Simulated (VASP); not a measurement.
Consider the following.

```
CELL_PARAMETERS angstrom
      1.20509    -2.08728     0.00000
      1.20509     2.08728     0.00000
      0.00000     0.00000     5.42029
ATOMIC_POSITIONS crystal
  C  0.00000 0.00000 0.25000
  C  0.00000 0.00000 0.75000
  C  0.33333 0.66667 0.25000
  C  0.66667 0.33333 0.75000
```

Calculation: r2SCAN meta-GGA, VASP's PBE PAW potentials (set 64) (plane waves; VASP). Run with 620 eV cut-off, 10×10×4 Γ-centred mesh, Gaussian smearing of 0.050 eV, potentials C.

Energy and stress use the plane-wave basis of the starting cell.

The ions, cell shape and volume at an external pressure of 45.0 GPa are relaxed. Predict the relaxed structure.

```
CELL_PARAMETERS angstrom
      1.19680    -2.07291     0.00000
      1.19680     2.07291     0.00000
      0.00000     0.00000     5.17267
ATOMIC_POSITIONS crystal
  C  0.00000 0.00000 0.25000
  C  0.00000 0.00000 0.75000
  C  0.33333 0.66667 0.25000
  C  0.66667 0.33333 0.75000
```
Space group P6_3/mmc (194), at a tolerance of 0.03 Å.

How do energy and volume change from the first to the last step?

The energy (σ→0) changes by +92.6 meV/atom and the volume by -5.9 %, in 5 ionic steps.

```tsv
step	E(σ→0) (eV)	max force (eV/Å)	pressure (GPa)	volume (Å³)
1	-39.1949	0.000	30.16	27.27
2	-38.4054	0.000	78.08	24.85
3	-38.9983	0.000	44.86	26.42
4	-38.8686	0.000	44.78	25.83
5	-38.8244	0.000	44.84	25.67
```

The compound is C in the graphite structure. This run relaxes it under an external pressure of 45 GPa. Symmetry was kept, so distortions that lower it aren't found.
